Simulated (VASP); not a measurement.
A convergence study with VASP on TiC (space group no. 225 when undisturbed): one setting is varied, all else stays as given below, so the limit is that of these other settings. One atom is moved off its site, so that forces are finite.

```xyz
2
Lattice="0.0000 2.1585 2.1585 2.1585 0.0000 2.1585 2.1585 2.1585 0.0000" Properties=species:S:1:pos:R:3 pbc="T T T"
Ti     0.0000     0.0000     0.0500
C      2.1585     2.1585     2.1585
```

These are PBE GGA, VASP's PBE PAW potentials (set 64) (plane waves; VASP 6.6.1) values and carry that method's errors. The tightest run used: 960 eV cut-off, 13×13×13 Γ-centred mesh, Fermi-Dirac smearing of 0.10 eV, potentials Ti_sv C.

| setting | E (eV/atom) | pressure (GPa) | largest force (eV/Å) | plane waves |
|---|---|---|---|---|
| ENCUT = 140 | -9.2248 | -289.18 | 1.201 | 80 |
| ENCUT = 160 | -9.4849 | -160.37 | 1.142 | 100 |
| ENCUT = 180 | -9.5882 | -90.03 | 0.868 | 118 |
| ENCUT = 200 | -9.4661 | -53.12 | 0.592 | 138 |
| ENCUT = 220 | -9.3558 | -35.22 | 0.448 | 169 |
| ENCUT = 240 | -9.3396 | -23.48 | 0.422 | 178 |
| ENCUT = 280 | -9.3409 | -8.74 | 0.473 | 222 |
| ENCUT = 320 | -9.3469 | -2.65 | 0.476 | 276 |

Q: These are the cheaper rows. Estimate the results at ENCUT = 960, and how far the last row shown lies from them.

A: 
| quantity | tightest run | last row shown is off by |
|---|---|---|
| E (eV/atom) | -9.3501 | 0.0033 |
| pressure (GPa) | 3.38 | -6.03 |
| largest force (eV/Å) | 0.485 | -0.009 |

Left out are rungs that failed or repeat a setting and relaxations that didn't move; long series are thinned to 24 rows.

The structure is a typed TiC crystal (space group no. 225). The cell was not relaxed at this level, it is distorted from the ideal structure.
